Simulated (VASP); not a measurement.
The system is ZnHg3.

```
Zn Hg
1.0
     0.00000    3.70851    3.70851
     3.70851    0.00000    3.70851
     3.70851    3.70851    0.00000
Zn Hg
1 3
Cartesian
  0.0000 0.0000 0.0000
  1.8543 1.8543 1.8543
  5.5628 5.5628 5.5628
  3.7085 3.7085 3.7085
```

The cell comes from a database or a generator and needn't be the stable form of this composition.

- Program: VASP 6.6.1
- Task: relaxation of cell and atoms
- Functional: LDA
- Potentials or basis: VASP PAW LDA potentials, release 64 (Zn, Hg)
- Cutoff: 600 eV
- k mesh: 5 × 5 × 5
- Occupations: methfessel-paxton, width 0.1 eV
- Spin: no spin polarisation

At the start: pressure -5.1 GPa; volume 25.50 Å³/atom.

Task: Where does the relaxation end?

Result: Over 4 steps the energy falls by 95.3 meV/atom and the volume is 20.88 Å³/atom (-18.1 %); space group Fm-3m (No. 225, to 0.05 Å).

The path:
| step | energy change (eV) | largest force (eV/Å) | pressure (GPa) | volume (Å³) |
| --- | --- | --- | --- | --- |
| 1 | 0.0000 | 0.0000 | -5.14 | 102.01 |
| 2 | -0.3211 | 0.0000 | -2.90 | 90.39 |
| 3 | -0.3741 | 0.0000 | -0.98 | 85.68 |
| 4 | -0.3813 | 0.0000 | 0.02 | 83.53 |

Final structure:
```
CELL_PARAMETERS angstrom
0.00000 3.46955 3.46955
3.46955 0.00000 3.46955
3.46955 3.46955 0.00000
ATOMIC_POSITIONS crystal
Zn 0.00000 0.00000 0.00000
Hg 0.25000 0.25000 0.25000
Hg 0.75000 0.75000 0.75000
Hg 0.50000 0.50000 0.50000
```

Caveat: the volume moved by over 15 % at a fixed basis, so the end points are rough.
